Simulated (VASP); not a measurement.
Input:

```
CELL_PARAMETERS angstrom
      3.13982     0.00000     0.00000
      0.00000     3.13982     0.00000
      0.00000     0.00000     4.42084
ATOMIC_POSITIONS crystal
  Al 0.50000 0.50000 0.50000
  Ga 0.00000 0.00000 0.00000
  N  0.50000 0.00000 0.73843
  N  0.00000 0.50000 0.26157
```

Computed with r2SCAN meta-GGA, VASP's PBE PAW potentials (set 64) (plane waves; VASP 6.6.1). Run with 520 eV cut-off, 8×8×6 Γ-centred mesh, tetrahedra with Blöchl corrections, potentials Al Ga_d N.

The cores are frozen, which limits the accuracy of field gradients.

### Question
Give the principal components of the electric field gradient (V/Å²) and the asymmetry η at each nucleus.

### Answer

| atom | Vxx | Vyy | Vzz | η |
|---|---|---|---|---|
| Al1 | -2.3 | -2.3 | 4.6 | 0.00 |
| Ga2 | 4.6 | 4.6 | -9.3 | 0.00 |
| N3 | 17.5 | 1.9 | -19.4 | 0.80 |
| N4 | 17.5 | 1.9 | -19.4 | 0.80 |

The structure comes from a computed database's AlGaN2 entry (P-4m2); how it stands against other phases isn't given here. It was relaxed first.
